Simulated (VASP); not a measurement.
AgCl (rock salt) relaxed at rising pressure, in one space group throughout; other phases were not tried. The pressures are those reached. Level of theory: PBE GGA, VASP's PBE PAW potentials (set 64) (plane waves; VASP 6.6.1).

```json
[
 {"P (GPa)": "0.03", "V (Å³/atom)": "22.008", "k-mesh": "8×8×8"},
 {"P (GPa)": "5.02", "V (Å³/atom)": "20.071", "k-mesh": "8×8×8"},
 {"P (GPa)": "10.01", "V (Å³/atom)": "18.829", "k-mesh": "9×9×9"},
 {"P (GPa)": "20.09", "V (Å³/atom)": "17.191", "k-mesh": "9×9×9"},
 {"P (GPa)": "30.01", "V (Å³/atom)": "16.116", "k-mesh": "9×9×9"}
]
```

A change of mesh leaves a small step in the series.

Q: Fit an equation of state and predict the volume at 44.90 GPa.

A: Least squares on the third-order Birch-Murnaghan form, P = (3B0/2)(y⁷ − y⁵)[1 + (3/4)(B′ − 4)(y² − 1)] with y = (V0/V)^(1/3), gives V0 = 22.024 Å³/atom, B0 = 42 GPa and B′ = 5.2, and so 14.979 Å³/atom. The run gave 14.973 Å³/atom, -0.0 % from the fit.

Pressures at which the relaxation failed are left out.

The compound is AgCl in the rock salt structure.
